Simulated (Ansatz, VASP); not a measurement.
# Cross-check of ZnS between VASP and Ansatz, part 2 of 2

Wanted: the spread between two codes on one cell, functional and k mesh. The cell is taken from a series of runs on this material, whose earlier steps may have relaxed, scaled, displaced or heated it; both programs get it as it stands.

VASP 6.6.1 and Ansatz 0.2.0.

So far: Starting point; VASP: dielectric response, r2SCAN.

## 3. Ansatz: dielectric response, r2SCAN

Level of this step: Ansatz beside VASP: Kohn-Sham DFT, plane waves, r2SCAN (Ansatz).

Ansatz runs on its default PAW (the set named soft_2) files.

The same cell, functional and mesh now go to Ansatz, which takes its cutoff from its data sets.

File input.yaml:

```yaml
crystal:
  lattice:
    - [0.0, 2.702, 2.702]
    - [2.702, 0.0, 2.702]
    - [2.702, 2.702, 0.0]
  atoms:
    - { symbol: Zn, position: [0.75, 0.75, 0.75] }
    - { symbol: S, position: [0.0, 0.0, 0.0] }
kpoints:
  mp_grid: { grid: [7, 7, 7] }
scf:
  occupations: { method: fixed }
hamiltonian:
  xc: r2scan
  pseudopotentials: { kind: paw }
dielectric: {}
```

The run is started by

```sh
ansatz run input.yaml --threads 4 --pin off --max-ram 8192MiB --backend cpu --events-out ev --progress --plain --runs-dir out
```

Numbers of over 12 decimals in the logs are rounded to 6 here.

Output:

```text
Engine: ansatz 0.2.0, aarch64-unknown-linux-gnu
Pseudopotentials: kind: paw
Pseudopotential: Zn, paw, valence charge 12, recommended cutoff 500 eV (meta_gga), Zn.paw.azcp
Pseudopotential: S, paw, valence charge 6, recommended cutoff 500 eV (meta_gga), S.paw.azcp
Functional definition: r2SCAN
  parameter k0 = 0.174
  parameter k1 = 0.065
  parameter a1 = 4.9479
  exchange = r2scan_x(k0 = k0, k1 = k1, a1 = a1)
  correlation = r2scan_c
Crystal: 2 atoms, lattice volume = 39.454 Å³
Basis set: ecut = 500 eV, 965 PW (Γ), exchange–correlation on 120×120×120 points (64 copies of the dense FFT grid, shifted against one another)
Bands: 13, of which v1, the nominal top of the filled ones, is band 9 counted from 1 (8 counted from 0)
Symmetry: 24 space group operations
k-points: 64 of 343 (irreducible under 4 space group operations, time reversal used)
Non-local potential: Zn, projectors of the file, l = 0: 2, l = 1: 2, l = 2: 3, l = 3: 1
Non-local potential: S, projectors of the file, l = 0: 2, l = 1: 2, l = 2: 2
PAW form: soft (Blöchl's): semilocal exchange-correlation on the pseudo side does not see the compensation charge
PAW frozen core: Zn, regenerated for the run's functional (the file was generated under x = pbe(κ = 0.804, μ = 0.219515), c = pbe(β = 0.066725))
PAW frozen core: S, regenerated for the run's functional (the file was generated under x = pbe(κ = 0.804, μ = 0.219515), c = pbe(β = 0.066725))
PAW one-centre angular grid: Zn, 590 points (default); XC on 261 of its mesh's 2673 points in the sphere
PAW one-centre angular grid: S, 302 points (default); XC on 160 Gauss nodes
Initial density: superposition of atomic densities (neutral atoms: chi_scale 0, normalization atom), corrected by the library's trained network
Initial wavefunctions: pseudopotential atomic-orbital guess
Functional: x = r2scan, c = r2scan; τ floored in thin density (d = 2e-4 eV/Å³)
SCF iter   1: F=—  HF=-4233.451650 eV  |F-HF|=—  |Δ(HF+E_count)|=         —  Δρ=1.55e-2  dr2=4.69e-2  dr2_τ=6.45e-3  ethr=1.77e-3  ⟨swp⟩=4.5  Hψ=4429  notcnv=0  defer=95
preconditioner: auto → none  [insulator: Δε(μ)=2.647 eV  Ē_g=13.043 eV  n_scr=14 (ndim 8)  ℏωp=25.1 eV  f_vac=0.027  ε∞_Penn≈4.7]
SCF iter   2: F=—  HF=-4233.453996 eV  |F-HF|=—  |Δ(HF+E_count)|=   2.35e-3  Δρ=4.59e-3  dr2=8.31e-3  dr2_τ=3.48e-4  ethr=2.61e-4  ⟨swp⟩=2.6  Hψ=2045  notcnv=0  defer=122
SCF iter   3: F=—  HF=-4233.448826 eV  |F-HF|=—  |Δ(HF+E_count)|=   5.17e-3  Δρ=2.91e-3  dr2=1.37e-3  dr2_τ=8.46e-6  ethr=4.62e-5  ⟨swp⟩=2.3  Hψ=1504  notcnv=0  defer=122
SCF iter   4: F=—  HF=-4233.449137 eV  |F-HF|=—  |Δ(HF+E_count)|=   3.11e-4  Δρ=2.23e-4  dr2=3.15e-5  dr2_τ=1.63e-6  ethr=7.63e-6  ⟨swp⟩=3.0  Hψ=2047  notcnv=0  defer=122
SCF iter   5: F=—  HF=-4233.449126 eV  |F-HF|=—  |Δ(HF+E_count)|=   1.10e-5  Δρ=1.04e-4  dr2=3.76e-6  dr2_τ=4.51e-8  ethr=1.75e-7  ⟨swp⟩=2.0  Hψ=994  notcnv=0  defer=2
SCF iter   6: F=—  HF=-4233.449127 eV  |F-HF|=—  |Δ(HF+E_count)|=   9.52e-7  Δρ=7.22e-6  dr2=1.19e-8  dr2_τ=1.81e-9  ethr=2.09e-8  ⟨swp⟩=2.5  Hψ=1402  notcnv=0
SCF iter   7: F=—  HF=-4233.449127 eV  |F-HF|=—  |Δ(HF+E_count)|=   2.53e-8  Δρ=1.12e-6  dr2=2.45e-10  dr2_τ=8.85e-12  ethr=6.58e-11  ⟨swp⟩=2.0  Hψ=1408  notcnv=0
SCF iter   8: F=-4233.449127 eV  HF=-4233.449127 eV  |F-HF|=0.00e0  |Δ(HF+E_count)|=  2.52e-10  Δρ=7.34e-8  dr2=2.27e-12  dr2_τ=7.00e-14  ethr=1.00e-12  ⟨swp⟩=3.4  Hψ=2338  notcnv=0
SCF 1 converged in 8 iterations: F = -4233.449127 eV  dr2 = 2.27e-12
  greatest PAW one-centre occupation: 0.983 electrons in one spin orbital (limit 2), on the Zn atom at site 0 (counted from 0), in its partial waves of l = 2
NSCF: frozen V_eff on 6 k-points
DFPT response loops at Γ: preconditioner auto → none (the input reference at scf.mixing.eps_inf says where Resta's filter doesn't serve); β = 0.50; Broyden in place of MSR1
── the response to a field inside a basis, on 8×8×8 k-points: an SCF that follows is theirs, and a resumed run solves both again ──
Bands: 10, of which v1, the nominal top of the filled ones, is band 9 counted from 1 (8 counted from 0)
k-points: 60 of 512 (irreducible under 6 space group operations, time reversal used)
Initial density: handed on by an earlier stage of this run
Initial wavefunctions: pseudopotential atomic-orbital guess (no wavefunctions were taken with the density)
Eigensolver: Dense (60 Hₖ)
SCF iter   1: F=—  HF=-4233.447887 eV  |F-HF|=—  |Δ(HF+E_count)|=         —  Δρ=8.00e-5  dr2=1.07e-6  dr2_τ=2.58e-7  ethr=1.00e-1
preconditioner: auto → none  [insulator: Δε(μ)=2.977 eV  Ē_g=10.486 eV  n_scr=14 (ndim 8)  ℏωp=25.1 eV  f_vac=0.026  ε∞_Penn≈6.7]
SCF iter   2: F=—  HF=-4233.447888 eV  |F-HF|=—  |Δ(HF+E_count)|=   9.36e-7  Δρ=6.12e-5  dr2=6.06e-7  dr2_τ=1.10e-7  ethr=5.92e-9
SCF iter   3: F=—  HF=-4233.447888 eV  |F-HF|=—  |Δ(HF+E_count)|=   1.58e-7  Δρ=1.93e-5  dr2=5.04e-8  dr2_τ=1.37e-8  ethr=3.37e-9
SCF iter   4: F=-4233.447888 eV  HF=-4233.447888 eV  |F-HF|=2.79e-9  |Δ(HF+E_count)|=   1.54e-8  Δρ=4.89e-6  dr2=2.51e-9  dr2_τ=4.56e-10  ethr=2.80e-10
SCF 1 converged in 4 iterations: F = -4233.447888 eV  dr2 = 2.51e-9
DFPT response loops at Γ: mixed as the last ones told, above
SCF converged after 8 iterations
Free energy (F): -4233.449127 eV
Harris-Foulkes:  -4233.449127 eV  (|F-HF|=0.00e0)
Internal energy: -4233.449127 eV  (E = F + TS)
E sigma→0 (E₀):  -4233.449127 eV
Fermi energy:    5.509168 eV
--- Per-component energies (eV) ---
  E_band       = -2.545578
  E_kinetic    = 237.340056
  E_local      = -2046.579537  (includes V_loc(G=0)·N_el)
  E_nonlocal   = 646.664212
  E_hartree    = 858.466728
  E_xc         = -215.670548
  E_vxc        = -148.065242  (∫ρ·V_xc dr)
  E_paw        = -2459.998302  (= ΣΔE_a)
  E_vpaw       = -416.166786  (= ΣTr[D̂ρ^β])
  E_aug_tail   = -0.000055  (compensation charges beyond the density's cutoff)
  E_vtau       = 7.328338  (kinetic-family band-sum trace: ∫τ·v_τ [+ j·A + Jᵃ·Aᵃ] dr)
  E_ewald      = -1253.379294
  E_core_change = -0.292385  (= ΣΔE_core)
  E_smearing   = -0.000000  (= −TS)
  E_closure    = -0.000000  (closes the sum)
  Σ components = -4233.449127   (vs F -4233.449127, Δ=0.00e0)
--- Band table (eV; the first three rows and the last of 64) ---
  k-point 0: bands = [... 5 lower, -0.4501, 5.5092, 5.5092, 5.5092, 8.1739, 12.3808, 12.3808, 12.3808]
  k-point 1: bands = [... 5 lower, -0.4517, 4.1784, 5.3178, 5.3178, 9.1016, 12.2992, 12.7064, 12.7064]
  k-point 2: bands = [... 5 lower, -0.4446, 2.1729, 4.9343, 4.9343, 9.5046, 13.0352, 13.0352, 13.3344]
  k-point 63: bands = [... 5 lower, -0.3491, 1.1439, 2.5779, 4.3083, 10.7313, 12.6433, 13.9359, 14.3488]
--- Dielectric response (ions clamped): 3 representative field directions + reference, inside a basis on a mesh of 512 k-points (Σ response iterations 15) ---
  ε∞ (high-frequency dielectric tensor):
        5.429475     0.000000     0.000000
        0.000000     5.429475     0.000000
        0.000000     0.000000     5.429475
  Born effective charges Z* (e; rows j = field, columns β = displacement):
    site 0:
         1.99780   -0.00000   -0.00000
         0.00000    1.99780    0.00000
         0.00000    0.00000    1.99780
    site 1:
        -1.99780    0.00000    0.00000
        -0.00000   -1.99780   -0.00000
        -0.00000   -0.00000   -1.99780
  Z* charge neutrality: 3.594e-4 e pre-enforcement
  solved inside a basis spanned on kpoints, on 8×8×8 k-points, its susceptibility summed on 12×12×12: ε∞ is read to err by 1.4e-2, Z* by 1.3e-2 e (field_mesh: kpoints solves on kpoints); Z* is corrected for what the basis lacks
```

## 4. Differences

Known differences besides the potentials themselves: VASP keeps PBE cores, Ansatz makes them for the functional; fixed occupations in Ansatz, narrow Gaussian smearing in VASP; VASP's response is taken on the typed mesh, Ansatz refines its own for the field response alone; the cutoff is 500 eV in Ansatz and 440 eV in VASP; VASP takes ε∞ from a finite field, Ansatz from linear response. Total energies have different zeros and are not compared.

The two programs side by side:

```
quantity  Ansatz  VASP  difference
   ε∞ xx    5.43  5.37     +1.16 %
   ε∞ yy    5.43  5.37     +1.16 %
   ε∞ zz    5.43  5.37     +1.16 %
```

## 5. Results

- difference in ε∞ xx (dielectric response, r2SCAN): 1.2 %

What this shows: The difference in ε∞ xx is 1.2 % (dielectric response, r2SCAN), within the 5 % picked in this series as the mark of a large difference. Such differences can come from data sets, numerical settings and the points named under the comparisons, not from the functional's error against experiment.

[Lines on the potential files, build, host, timing and source positions are cut from VASP's logs without a mark.]

[Logs are printed without paths, hosts, clocks, repeated set-up lines and the standing remarks that a program may print on its own settings, such as how far it seeks lower states.]

[Hosts, paths, dates, database ids (printed as entryN), source tags and the programs' standing remarks are cut or masked in the printed files.]
